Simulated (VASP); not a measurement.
A convergence study with VASP on NbN (rock salt): one setting is varied, all else stays as given below, so the limit is that of these other settings. Each run relaxes cell and ions from the cell shown. The basis is that of the starting cell, so low cut-offs carry a Pulay error.

```
CELL_PARAMETERS angstrom
      0.00000     2.19500     2.19500
      2.19500     0.00000     2.19500
      2.19500     2.19500     0.00000
ATOMIC_POSITIONS crystal
  Nb 0.00000 0.00000 0.00000
  N  0.50000 0.50000 0.50000
```

Method: PBE GGA, VASP's PBE PAW potentials (set 64) (plane waves; VASP 6.6.1). The tightest run used: 800 eV cut-off, 12×12×12 Γ-centred mesh, first-order Methfessel-Paxton smearing of 0.10 eV, potentials Nb_sv N.

Task: The settings run are ENCUT = 250; ENCUT = 300; ENCUT = 350; ENCUT = 400; ENCUT = 450; ENCUT = 500; ENCUT = 550; ENCUT = 600; ENCUT = 650; ENCUT = 700; ENCUT = 750; ENCUT = 800. From which on does the relaxed volume stay within 0.1 Å³/atom of the tightest run?

Result: From ENCUT = 450 on: it is off by 0.034 there and by no more than 0.1 in any finer run, while ENCUT = 400 is off by 0.130.
```csv
setting,relaxed volume (Å³/atom),E (eV/atom),plane waves,difference judged (Å³/atom)
ENCUT = 250,9.649,-10.3775,200,1.138
ENCUT = 300,10.204,-10.2727,263,0.584
ENCUT = 350,10.491,-10.2522,332,0.297
ENCUT = 400,10.658,-10.2629,397,0.130
ENCUT = 450,10.754,-10.2671,471,0.034
ENCUT = 500,10.785,-10.2665,547,0.003
ENCUT = 550,10.788,-10.2665,636,0.000
ENCUT = 600,10.784,-10.2672,725,0.004
ENCUT = 650,10.781,-10.2683,821,0.006
ENCUT = 700,10.783,-10.2692,911,0.005
ENCUT = 750,10.785,-10.2695,1004,0.002
ENCUT = 800,10.787,-10.2698,1106,0.000
```

VASP warned of too few bands at ENCUT = 250; ENCUT = 300; ENCUT = 350; ENCUT = 400; ENCUT = 450; ENCUT = 500; ENCUT = 550; ENCUT = 600; ENCUT = 650; ENCUT = 700; ENCUT = 750; ENCUT = 800.

Left out are rungs that failed or repeat a setting and relaxations that didn't move; long series are thinned to 24 rows.

The compound is NbN in the rock salt structure, the cubic δ form, which competes with hexagonal ones. VASP warned that the highest band is occupied, so more bands are needed.
